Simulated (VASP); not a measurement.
Elastic constants (GPa) of a crystal from PBEsol GGA, VASP's PBE PAW potentials (set 64) run with VASP 6.6.1:

```json
[
 {"": "xx", "xx": "128.0", "yy": "4.0", "zz": "4.0", "yz": "0.0", "xz": "0.0", "xy": "0.0"},
 {"": "yy", "xx": "4.0", "yy": "128.0", "zz": "4.0", "yz": "0.0", "xz": "0.0", "xy": "0.0"},
 {"": "zz", "xx": "4.0", "yy": "4.0", "zz": "128.0", "yz": "0.0", "xz": "0.0", "xy": "0.0"},
 {"": "yz", "xx": "0.0", "yy": "0.0", "zz": "0.0", "yz": "15.0", "xz": "0.0", "xy": "0.0"},
 {"": "xz", "xx": "0.0", "yy": "0.0", "zz": "0.0", "yz": "0.0", "xz": "15.0", "xy": "0.0"},
 {"": "xy", "xx": "0.0", "yy": "0.0", "zz": "0.0", "yz": "0.0", "xz": "0.0", "xy": "15.0"}
]
```

Q: Work out the Voigt, Reuss and Hill moduli, Young's modulus and Poisson's ratio.

A: All eigenvalues are positive (smallest 15.0 GPa), so the crystal is stable. K_V = (C11+C22+C33+2(C12+C13+C23))/9 = (384.0 + 2×12.0)/9 = 45.3 GPa; G_V = (384.0 − 12.0 + 3×45.0)/15 = 33.8 GPa. From the compliances, K_R = 45.3 GPa and G_R = 21.5 GPa. Hill: K = 45.3 GPa, G = 27.7 GPa, E = 9KG/(3K+G) = 69.0 GPa, ν = (3K−2G)/(2(3K+G)) = 0.246. K/G = 1.64, below Pugh's 1.75; universal anisotropy A^U = 2.85.

Q: With a density of 8.32 g/cm³, what are the mean sound speeds?

A: v_l = √((K+4G/3)/ρ) = 3.14 km/s and v_t = √(G/ρ) = 1.82 km/s. The crystal is TePb (space group Fm-3m), cubic.

The structure comes from a measured TePb entry (Fm-3m) of the Crystallography Open Database, whose conditions weren't checked. It was relaxed first.
